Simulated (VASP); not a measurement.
# Mg2ZnTeS2 (P3m1) in VASP: a series of runs

The runs below take Mg2ZnTeS2 through relaxation of cell and atoms, with PBE.

Program: VASP 6.6.1. These are calculated values, not measurements. Logs are shortened: lines on timing, memory, paths and dates and some standing lists are left out, and cuts for length are marked.

### Step 1. Starting point

It takes space group P3m1 (No. 156, trigonal). Conventional cell: a = 4.020 Å, b = 4.020 Å, c = 9.850 Å, α = 90.00°, β = 90.00°, γ = 120.00°. Mg (site symmetry 3m) is surrounded by 3 Te at 2.46 Å and 1 S at 2.46 Å. Mg (site symmetry 3m) is surrounded by 4 S at 2.46 Å. Zn (site symmetry 3m) has 3 S at 2.46 Å and 1 Te at 2.46 Å as nearest neighbours. Te (site symmetry 3m) is surrounded by 3 Mg at 2.46 Å and 1 Zn at 2.46 Å. Around S (site symmetry 3m) lie 3 Zn at 2.46 Å and 1 Mg at 2.46 Å. S (site symmetry 3m) is surrounded by 4 Mg at 2.46 Å.

The cell was built by a generator and needn't be a form met in nature.

### Step 2. Relaxation of cell and atoms, PBE

INCAR reads:

```
SYSTEM = Mg2ZnTeS2
ALGO = Fast
EDIFF = 1E-4
EDIFFG = -0.08
ENCUT = 520
GGA = PE
IBRION = 2
ISIF = 3
ISMEAR = 0
LASPH = .True.
LCHARG = .False.
LREAL = .False.
LWAVE = .False.
NELM = 60
NSW = 24
PREC = Normal
SIGMA = 0.15
```

KPOINTS reads:

```
k-points
0
Gamma
  4 4 2
  0 0 0
```

POSCAR reads:

```
Mg2ZnTeS2
1.0
    4.0200000000      0.0000000000      0.0000000000
   -2.0100000000      3.4814221200      0.0000000000
    0.0000000000      0.0000000000      9.8500000000
Mg Zn Te S
2 1 1 2
Direct
    0.3333333300      0.6666666700      0.3333330000
    0.6666666700      0.3333333300      0.6666670000
    0.0000000000      0.0000000000      0.0000000000
    0.0000000000      0.0000000000      0.2500000000
    0.6666666700      0.3333333300      0.9166670000
    0.3333333300      0.6666666700      0.5833330000
```

Potentials or basis: VASP PAW PBE potentials, release 64 (Mg, Zn, Te, S).

Run with:

```bash
$ cat potpaw_PBE.64/Mg/POTCAR potpaw_PBE.64/Zn/POTCAR potpaw_PBE.64/Te/POTCAR potpaw_PBE.64/S/POTCAR > POTCAR
$ mpirun -np 1 vasp_std > vasp.out
```

OUTCAR:

```text
SYSTEM = Mg2ZnTeS2
   EDIFF = 1E-4
   EDIFFG = -0.08
   ENCUT = 520
   GGA = PE
   IBRION = 2
   ISIF = 3
   ISMEAR = 0
   LASPH = .True.
   LREAL = .False.
   NELM = 60
   NSW = 24
   PREC = Normal

 ion  position               nearest neighbor table
   1  0.333  0.667  0.333-   4 2.46   4 2.46   4 2.46   6 2.46
   2  0.667  0.333  0.667-   6 2.46   6 2.46   6 2.46   5 2.46
   3  0.000  0.000  0.000-   5 2.46   5 2.46   5 2.46   4 2.46
   4  0.000  0.000  0.250-   1 2.46   1 2.46   1 2.46   3 2.46
   5  0.667  0.333  0.917-   3 2.46   3 2.46   3 2.46   2 2.46
   6  0.333  0.667  0.583-   2 2.46   2 2.46   2 2.46   1 2.46

  LATTYP: Found a hexagonal cell.
 ALAT       =     4.0200000000
 C/A-ratio  =     2.4502487562

  Lattice vectors:

 A1 = (   4.0200000000,   0.0000000000,   0.0000000000)
 A2 = (  -2.0100000000,   3.4814221200,   0.0000000000)
 A3 = (   0.0000000000,   0.0000000000,   9.8500000000)

Analysis of symmetry for initial positions (statically):
=====================================================================
 Subroutine PRICEL returns:
 Original cell was already a primitive cell.

 Routine SETGRP: Setting up the symmetry group for a
 hexagonal supercell.

 Subroutine GETGRP returns: Found  6 space group operations
 (whereof  6 operations were pure point group operations)
 out of a pool of 24 trial point group operations.

The static configuration has the point symmetry C_3v.

Analysis of symmetry for dynamics (positions and initial velocities):
=====================================================================
 Subroutine PRICEL returns:
 Original cell was already a primitive cell.

 Routine SETGRP: Setting up the symmetry group for a
 hexagonal supercell.

 Subroutine GETGRP returns: Found  6 space group operations
 (whereof  6 operations were pure point group operations)
 out of a pool of 24 trial point group operations.

The dynamic configuration has the point symmetry C_3v.

 Subroutine INISYM returns: Found  6 space group operations
 (whereof  6 operations are pure point group operations),
 and found     1 'primitive' translations

----------------------------------------------------------------------------------------

                                     Primitive cell

  volume of cell :     137.8539

  direct lattice vectors                    reciprocal lattice vectors
     4.020000000  0.000000000  0.000000000     0.248756219  0.143619470  0.000000000
    -2.010000000  3.481422120  0.000000000     0.000000000  0.287238940  0.000000000
     0.000000000  0.000000000  9.850000000     0.000000000  0.000000000  0.101522843

  length of vectors
     4.020000000  4.019999997  9.850000000     0.287238940  0.287238940  0.101522843

  position of ions in fractional coordinates (direct lattice)
     0.333333330  0.666666670  0.333333000
     0.666666670  0.333333330  0.666667000
     0.000000000  0.000000000  0.000000000
     0.000000000  0.000000000  0.250000000
     0.666666670  0.333333330  0.916667000
     0.333333330  0.666666670  0.583333000

  ion indices of the primitive-cell ions
   primitive index   ion index
                 1           1
                 2           2
                 3           3
                 4           4
                 5           5
                 6           6

----------------------------------------------------------------------------------------

 KPOINTS: k-points

Automatic generation of k-mesh.
 Grid dimensions read from file:
 generate k-points for:    4    4    2

 Generating k-lattice:

  Cartesian coordinates                     Fractional coordinates (reciprocal lattice)
     0.062189055  0.035904868  0.000000000     0.250000000  0.000000000  0.000000000
     0.000000000  0.071809735  0.000000000     0.000000000  0.250000000  0.000000000
     0.000000000  0.000000000  0.050761421     0.000000000  0.000000000  0.500000000

  Length of vectors
     0.071809735  0.071809735  0.050761421

  Shift w.r.t. Gamma in fractional coordinates (k-lattice)
     0.000000000  0.000000000  0.000000000

 Subroutine IBZKPT returns following result:
 ===========================================

 Found      8 irreducible k-points:

 Following reciprocal coordinates:
            Coordinates               Weight
  0.000000  0.000000  0.000000      1.000000
  0.250000  0.000000  0.000000      6.000000
  0.500000  0.000000  0.000000      3.000000
  0.250000  0.250000  0.000000      6.000000
  0.000000  0.000000  0.500000      1.000000
  0.250000  0.000000  0.500000      6.000000
  0.500000  0.000000  0.500000      3.000000
  0.250000  0.250000  0.500000      6.000000
   k-points           NKPTS =      8   k-points in BZ     NKDIM =      8   number of bands    NBANDS=     21
   number of dos      NEDOS =    301   number of ions     NIONS =      6
   total plane-waves  NPLWV =  32256
   dimension x,y,z NGX =    24 NGY =   24 NGZ =   56
   dimension x,y,z NGXF=    48 NGYF=   48 NGZF=  112
   ions per type =               2   1   1   2
   NGX,Y,Z   is equivalent  to a cutoff of   9.93,  9.93,  9.45 a.u.
   NGXF,Y,Z  is equivalent  to a cutoff of  19.85, 19.85, 18.90 a.u.
 SYSTEM =  Mg2ZnTeS2
   PREC   = normal    normal or accurate (medium, high low for compatibility)
   ISTART =      0    job   : 0-new  1-cont  2-samecut
   ICHARG =      2    charge: 1-file 2-atom 10-const
   ISPIN  =      1    spin polarized calculation?
   LNONCOLLINEAR =      F non collinear calculations
   LSORBIT =      F    spin-orbit coupling
   LASPH  =      T    aspherical Exc in radial PAW
   ENCUT  =  520.0 eV  38.22 Ry    6.18 a.u.   7.47  7.47 18.31*2*pi/ulx,y,z
   NELM   =     60;   NELMIN=  2; NELMDL= -5     # of ELM steps
   EDIFF  = 0.1E-03   stopping-criterion for ELM
   LREAL  =      F    real-space projection
   EDIFFG = -.8E-01   stopping-criterion for IOM
   NSW    =     24    number of steps for IOM
   IBRION =      2    ionic relax: 0-MD 1-quasi-New 2-CG
   NFREE  =      1    steps in history (QN), initial steepest desc. (CG)
   ISIF   =      3    stress and relaxation
   ISYM   =      2    0-nonsym 1-usesym 2-fastsym
   POTIM  = 0.5000    time-step for ionic-motion
   TEBEG  =    0.0;   TEEND  =   0.0 temperature during run
   PSTRESS=    0.0 pullay stress
   NELECT =      34.0000    total number of electrons
   NUPDOWN=      -1.0000    fix difference up-down
   EMIN   =  10.00;   EMAX   =-10.00  energy-range for DOS
   EFERMI =   0.00;   METHOD = LEGACY
   ISMEAR =     0;   SIGMA  =   0.15  broadening in eV -4-tet -1-fermi 0-gaus
   EFERMI_NEDOS =   21; number of points for ismear=-14 and -15
   IALGO  =     68    algorithm
   IMIX   =      4    mixing-type and parameters
     AMIX     =   0.40;   BMIX     =  1.00
     AMIX_MAG =   1.60;   BMIX_MAG =  1.00
  volume/ion in A,a.u.               =      22.98       155.05
  Fermi-wavevector in a.u.,A,eV,Ry     =   1.026664  1.940113 14.341058  1.054038
  Thomas-Fermi vector in A             =   2.160568
   LORBIT       =      0    0 simple, 1 ext, 2 COOP (PROOUT), +10 PAW based schemes
   GGA     = PE    functional components
   LHFCALC =     F    Hartree Fock is set to
   AEXX    =    0.0000 exact exchange contribution
   IVDW    =     0    specifies the selected vdW correction
   LEPSILON=     F    determine dielectric tensor
   LRPA    =     F    only Hartree local field effects (RPA)
 conjugate gradient relaxation of ions
 non-spin polarized calculation
 RMM-DIIS sequential band-by-band and
 Gauss-broadening in eV      SIGMA  =   0.15
  energy-cutoff  :      520.00
  volume of cell :      137.85
 maximum number of plane-waves:      3733
   NGX = 15   NGY = 15   NGZ = 37

--------------------------------------- Ionic step        1  -------------------------------------------

 number of electron      33.9999998 magnetization

 Free energy of the ion-electron system (eV)
  ---------------------------------------------------
  ext. energy  EPLUGINS =         0.00000000
  ---------------------------------------------------
  free energy    TOTEN  =       -20.33351855 eV

  energy without entropy =      -20.33351855  energy(sigma->0) =      -20.33351855

------------------------ aborting loop because EDIFF is reached ----------------------------------------

  FORCE on cell =-STRESS in cart. coord.  units (eV):
  Direction    XX          YY          ZZ          XY          YZ          ZX
  --------------------------------------------------------------------------------------
  -------------------------------------------------------------------------------------
  Total        7.7688222      7.7688222      5.6336085     -0.0000000     -0.0000000      0.0000000
  in kB       90.2914857     90.2914856     65.4754172     -0.0000000     -0.0000000      0.0000000
  external PRESSURE =      82.0194628 kB  Pullay stress =       0.0000000 kB
[... 305 lines left out ...]
  energy  without entropy=      -21.1913507997  energy(sigma->0) =      -21.19208532

--------------------------------------- Ionic step        9  -------------------------------------------

 number of electron      33.9999929 magnetization

 Free energy of the ion-electron system (eV)
  ---------------------------------------------------
  ext. energy  EPLUGINS =         0.00000000
  ---------------------------------------------------
  free energy    TOTEN  =       -21.19764305 eV

  energy without entropy =      -21.19671662  energy(sigma->0) =      -21.19717984

 E-fermi :   3.0792     XC(G=0):  -8.4968

 val. band max:        2.8207731503   @ k =   0.0000   0.0000   0.0000
 cond. band min:       3.2828150741   @ k =   0.0000   0.0000   0.0000
 fundamental gap:      0.4620419238
 Fermi energy:         3.0792005626

 k-point     1 :       0.0000    0.0000    0.0000
  band No.  band energies     occupation
      1     -10.2308      2.00000
      2      -9.8624      2.00000
      3      -8.0804      2.00000
      4      -4.2570      2.00000
      5      -4.2570      2.00000
      6      -4.1355      2.00000
[... 214 lines left out ...]
  FREE ENERGIE OF THE ION-ELECTRON SYSTEM (eV)
  ---------------------------------------------------
  free  energy   TOTEN  =       -21.1976430523 eV

  energy  without entropy=      -21.1967166239  energy(sigma->0) =      -21.19717984

 reached required accuracy - stopping structural energy minimisation
```

It took 48 s on 1 thread of Intel Xeon 6975P-C (Granite Rapids), shared host; peak memory 0.19 GiB.

What came out:

```
Free energy                            : -21.1976 eV
Relaxed volume                         : 25.38 Å³/atom
Relaxed cell                           : a = 4.144 Å, b = 4.144 Å, c = 10.237 Å, α = 90.00°, β = 90.00°, γ = 120.00°
Space group after relaxing (to 0.05 Å) : P3m1 (No. 156)
Energy gained by relaxing              : 144.0 meV/atom
Ionic steps                            : 9
Pressure after relaxing                : 0.0 GPa
Largest force after relaxing           : 0.025 eV/Å
Band gap on the k mesh                 : 0.46 eV, direct
```

Forces in eV/Å, atoms in the order of the input:
```
Mg   0.000  0.000 -0.010
Mg   0.000  0.000 -0.007
Zn   0.000  0.000  0.002
Te   0.000  0.000  0.009
S    0.000  0.000  0.025
S    0.000  0.000 -0.019
```

Stress tensor (GPa, compression positive):
```
-0.08  0.00  0.00
 0.00 -0.08  0.00
 0.00  0.00  0.02
```

Step by step:
```
step  energy change (eV)  largest force (eV/Å)  pressure (GPa)  volume (Å³)
   1              0.0000                2.2662            8.20       137.85
   2             -0.6320                0.6066           -2.06       162.66
   3             -0.6484                0.8163           -0.83       158.59
   4             -0.6484                0.7914           -1.21       159.03
   5             -0.7354                0.5036           -0.75       157.10
   6             -0.8196                0.7271            0.08       152.69
   7             -0.8592                0.1733            0.03       151.62
   8             -0.8593                0.2146            0.15       151.66
   9             -0.8641                0.0253           -0.05       152.26
```

Final structure:
```
Mg Zn Te S
1.0
     4.14413    0.00000    0.00000
    -2.07207    3.58892    0.00000
     0.00000    0.00000   10.23732
Mg Zn Te S
2 1 1 2
Cartesian
  0.0000 2.3926 3.6669
  2.0721 1.1963 6.8700
  2.0721 3.5889 9.9989
  2.0721 3.5889 2.4130
  2.0721 1.1963 9.3220
  0.0000 2.3926 6.1192
```

Levels at points of the mesh, in eV from the valence-band top:
```tsv
k point	band 13	band 14	band 15	band 16	band 17	band 18	band 19	band 20	band 21
(0.00, 0.00, 0.00)	-1.76	-1.76	-1.34	0.00	0.00	0.46	2.28	4.03	4.82
(0.50, 0.00, 0.00)	-2.85	-2.67	-2.49	-2.02	-0.89	2.01	2.47	3.45	3.84
(0.00, 0.00, 0.50)	-2.25	-1.76	-1.76	-0.01	-0.01	1.02	2.22	3.94	4.62
(0.50, 0.00, 0.50)	-2.88	-2.86	-2.53	-1.65	-0.86	2.06	2.53	3.07	3.86
```

Caveat: the k mesh is coarse (spacing up to 0.45 Å⁻¹), so the values aren't converged; spin-orbit coupling is left out, which moves the levels of the heavy elements; the relaxation stopped at a loose force limit of 0.08 eV/Å, so its end isn't a converged minimum.

(Continued in part 2 of 2.)
